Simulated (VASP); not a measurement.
Computed with rev-vdW-DF2, VASP's PBE PAW potentials (set 64) (plane waves; VASP 6.6.1).

The input files of a VASP run:

File POSCAR:
```
ZnSe
2.8787860
  0.0000000000   1.0000001005   1.0000001005
  1.0000001005   0.0000000000   1.0000001005
  1.0000001005   1.0000001005   0.0000000000
Zn Se
1 1
Cart
  0.0000000000   0.0000000000   0.0000000000
  0.5000000502   0.5000000502   0.5000000502
```

INCAR:
```
SYSTEM = ZnSe
PREC = Accurate
ENCUT = 520
EDIFF = 1E-7
NELM = 100
ALGO = Normal
LREAL = .FALSE.
LASPH = .TRUE.
ISMEAR = 0
SIGMA = 0.05
GGA = MK
PARAM1 = 0.1234568
PARAM2 = 0.7114
ZAB_VDW = -1.8867
LUSE_VDW = .TRUE.
AGGAC = 0.0
LMAXMIX = 4
LWAVE = .FALSE.
LCHARG = .FALSE.
ISIF = 2
```

File KPOINTS:
```
Automatic mesh
0
Gamma
8 8 8
0 0 0
```

POTCAR, in this order: Zn Se (PBE.64 set). Program: vasp_std.

Q: Estimate the energy per atom (σ→0), pressure, band gap (on the k-mesh).

A: 
The energy per atom (σ→0) comes out as -0.936 eV/atom and the band gap (on the k-mesh) comes out as 0.97 eV. The pressure is -1.65 GPa.

### OSZICAR
```
...
DAV:   7    -0.187162932004E+01    0.15913E-01   -0.17078E-01   829   0.423E+00    0.141E+00
DAV:   8    -0.187114356796E+01    0.48575E-03   -0.35700E-03   872   0.621E-01    0.440E-01
DAV:   9    -0.187113401919E+01    0.95488E-05   -0.84718E-04   819   0.276E-01    0.640E-02
DAV:  10    -0.187116599489E+01   -0.31976E-04   -0.69907E-05   829   0.818E-02    0.159E-02
DAV:  11    -0.187116958878E+01   -0.35939E-05   -0.92877E-06   824   0.287E-02    0.330E-03
DAV:  12    -0.187116990101E+01   -0.31223E-06   -0.11619E-06   894   0.135E-02    0.252E-03
DAV:  13    -0.187116981290E+01    0.88113E-07   -0.16503E-07   614   0.637E-03
   1 F= -.18711698E+01 E0= -.18711698E+01  d E =-.144805E-13
```

The compound is ZnSe in the zinc blende structure. This cell is one point of a volume scan, at 1.03 of the reference volume.
